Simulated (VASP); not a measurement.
Data:

```
ScS
1.0
    0.00000     2.57633     2.57633
    2.57633     0.00000     2.57633
    2.57633     2.57633     0.00000
Sc S
1 1
Cartesian
  2.57633   2.57633   2.57633
  0.00000   0.00000   0.00000
```

Calculation: PBEsol GGA, VASP's PBE PAW potentials (set 64) (plane waves; VASP). Numerical set-up: 400 eV cut-off, Gaussian smearing of 0.050 eV, potentials Sc_sv S.

### Question
Give the energies of bands 6 to 11 at the high-symmetry points, in eV from the Fermi level.

### Answer

| band | Γ | X | U | L | W |
|---|---|---|---|---|---|
| 6 | -2.96 | -6.45 | -6.16 | -7.63 | -5.83 |
| 7 | -2.96 | -4.24 | -5.95 | -5.06 | -5.83 |
| 8 | -2.96 | -4.24 | -4.71 | -5.06 | -5.47 |
| 9 | -0.37 | -2.32 | -0.54 | 1.78 | 0.78 |
| 10 | -0.37 | 1.05 | 1.99 | 1.78 | 0.78 |
| 11 | -0.37 | 2.35 | 2.18 | 2.05 | 1.95 |

It has no gap at this level: it comes out as a metal or semimetal.

The structure comes from a computed database's ScS entry (Fm-3m); how it stands against other phases isn't given here. It was relaxed first. The electron count is odd and the run is not spin-polarised, which forces a metal.
